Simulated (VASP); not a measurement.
Method: PBE GGA, VASP's PBE PAW potentials (set 64) (plane waves; VASP).

VASP ran on this input.

**INCAR**
```
SYSTEM = AlN
PREC = Normal; ENCUT = 500; LREAL = F
LASPH = T
EDIFF = 1E-8; NELM = 100; ALGO = Normal
ISMEAR = 0; SIGMA = 0.01
GGA = PE
LWAVE = T; LCHARG = F
```

File POSCAR:
```
AlN
1
    0.0000000000     2.1900000000     2.1900000000
    2.1900000000     0.0000000000     2.1900000000
    2.1900000000     2.1900000000     0.0000000000
Al N
1 1
Direct
  0.0000000000   0.0000000000   0.0000000000
  0.2500000000   0.2500000000   0.2500000000
```

KPOINTS:
```
Automatic mesh
0
Gamma
4 4 4
0 0 0
```

POTCAR, in this order: Al_GW N_GW_new (PBE.64 set). Program: vasp_std.

The resulting files:

File OSZICAR:
```
       N       E                     dE             d eps       ncg     rms          rms(c)
DAV:   1     0.270631035317E+02    0.27063E+02   -0.48345E+03   128   0.897E+02
DAV:   2    -0.167113650589E+02   -0.43774E+02   -0.43153E+02   208   0.230E+02
DAV:   3    -0.172236908328E+02   -0.51233E+00   -0.51233E+00   152   0.284E+01
DAV:   4    -0.172281705638E+02   -0.44797E-02   -0.44797E-02   216   0.342E+00
DAV:   5    -0.172281722979E+02   -0.17341E-05   -0.17341E-05   152   0.581E-02    0.835E+00
DAV:   6    -0.148588289761E+02    0.23693E+01   -0.13537E+01   192   0.371E+01    0.236E+00
DAV:   7    -0.148376347302E+02    0.21194E-01   -0.49211E-02   152   0.281E+00    0.145E+00
DAV:   8    -0.148316596726E+02    0.59751E-02   -0.22682E-02   152   0.377E+00    0.102E-01
DAV:   9    -0.148319018799E+02   -0.24221E-03   -0.38187E-04   160   0.196E-01    0.542E-02
DAV:  10    -0.148319909597E+02   -0.89080E-04   -0.11690E-04   144   0.965E-02    0.451E-03
DAV:  11    -0.148319914512E+02   -0.49148E-06   -0.12088E-06   192   0.132E-02    0.190E-03
DAV:  12    -0.148319915886E+02   -0.13743E-06   -0.17543E-07   160   0.475E-03    0.235E-04
DAV:  13    -0.148319915841E+02    0.45322E-08   -0.10107E-08   128   0.112E-03
   1 F= -.14831992E+02 E0= -.14831992E+02  d E =-.966434E-14
```

File OUTCAR:
```
------------------------ aborting loop because EDIFF is reached ----------------------------------------
  FORCE on cell =-STRESS in cart. coord.  units (eV):
  Direction    XX          YY          ZZ          XY          YZ          ZX
  --------------------------------------------------------------------------------------
  Total        0.3429185      0.3429185      0.3429185     -0.0000000      0.0000000     -0.0000000
  in kB       26.1540640     26.1540640     26.1540640     -0.0000000      0.0000000     -0.0000000
  external PRESSURE =      26.1540640 kB  Pullay stress =       0.0000000 kB
  volume of cell :       21.01
      direct lattice vectors                 reciprocal lattice vectors
     0.000000000  2.190000000  2.190000000    -0.228310502  0.228310502  0.228310502
     2.190000000  0.000000000  2.190000000     0.228310502 -0.228310502  0.228310502
     2.190000000  2.190000000  0.000000000     0.228310502  0.228310502 -0.228310502
  FREE ENERGIE OF THE ION-ELECTRON SYSTEM (eV)
  ---------------------------------------------------
  free  energy   TOTEN  =       -14.8319915841 eV

  energy  without entropy=      -14.8319915841  energy(sigma->0) =      -14.83199158
```
(Selected blocks of OUTCAR.)

The compound is AlN in the zinc blende structure, a metastable form; wurtzite is the usual one. The cell was not relaxed at this level. The k-mesh is coarse (spacing up to 0.62 per Å, 2π included), so the numbers may not be converged in it.
